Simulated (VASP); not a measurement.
A convergence study with VASP on Ta (bcc): one setting is varied, all else stays as given below, so the limit is that of these other settings.

```yaml
crystal:
  lattice:
    - [-1.65000, 1.65000, 1.65000]
    - [1.65000, -1.65000, 1.65000]
    - [1.65000, 1.65000, -1.65000]
  atoms:
    - { symbol: Ta, position: [0.00000, 0.00000, 0.00000] }
```

All values below come from PBEsol GGA, VASP's PBE PAW potentials (set 64) (plane waves; VASP). The tightest run used: 550 eV cut-off, 25×25×25 Γ-centred mesh, first-order Methfessel-Paxton smearing of 0.10 eV, potentials Ta_pv.

Q: The settings run are 1×1×1 mesh; 2×2×2 mesh; 3×3×3 mesh; 4×4×4 mesh; 5×5×5 mesh; 6×6×6 mesh; 7×7×7 mesh; 9×9×9 mesh; 10×10×10 mesh; 11×11×11 mesh; 12×12×12 mesh; 14×14×14 mesh; 15×15×15 mesh; 16×16×16 mesh; 18×18×18 mesh; 19×19×19 mesh; 20×20×20 mesh; 21×21×21 mesh; 22×22×22 mesh; 24×24×24 mesh; 25×25×25 mesh. From which on does the stress (every component) stay within 0.5 GPa of the tightest run?

A: From 14×14×14 mesh on: it is off by 0.19 there and by no more than 0.5 in any finer run, while 12×12×12 mesh is off by 1.21.
| setting | E (eV/atom) | pressure (GPa) | irreducible k-points | difference judged (GPa) |
|---|---|---|---|---|
| 1×1×1 mesh | -12.1436 | 108.99 | 1 | 112.29 |
| 2×2×2 mesh | -13.3090 | -29.18 | 3 | 25.88 |
| 3×3×3 mesh | -12.7082 | -3.85 | 4 | 0.55 |
| 4×4×4 mesh | -12.6368 | -2.98 | 8 | 0.33 |
| 5×5×5 mesh | -12.4680 | 0.53 | 10 | 3.84 |
| 6×6×6 mesh | -12.4577 | -0.61 | 16 | 2.70 |
| 7×7×7 mesh | -12.5757 | -2.38 | 20 | 0.93 |
| 9×9×9 mesh | -12.5259 | -3.59 | 35 | 0.28 |
| 10×10×10 mesh | -12.5446 | -1.43 | 47 | 1.88 |
| 11×11×11 mesh | -12.5548 | -4.03 | 56 | 0.73 |
| 12×12×12 mesh | -12.5413 | -4.52 | 72 | 1.21 |
| 14×14×14 mesh | -12.5551 | -3.11 | 104 | 0.19 |
| 15×15×15 mesh | -12.5479 | -3.64 | 120 | 0.33 |
| 16×16×16 mesh | -12.5439 | -3.06 | 145 | 0.24 |
| 18×18×18 mesh | -12.5493 | -3.40 | 195 | 0.10 |
| 19×19×19 mesh | -12.5471 | -3.14 | 220 | 0.17 |
| 20×20×20 mesh | -12.5486 | -3.21 | 256 | 0.09 |
| 21×21×21 mesh | -12.5484 | -3.42 | 286 | 0.12 |
| 22×22×22 mesh | -12.5474 | -3.25 | 328 | 0.05 |
| 24×24×24 mesh | -12.5485 | -3.43 | 413 | 0.13 |
| 25×25×25 mesh | -12.5472 | -3.30 | 455 | 0.00 |

Left out are rungs that failed or repeat a setting and relaxations that didn't move; long series are thinned to 24 rows.

The compound is Ta in the bcc structure. The cell was not relaxed at this level.
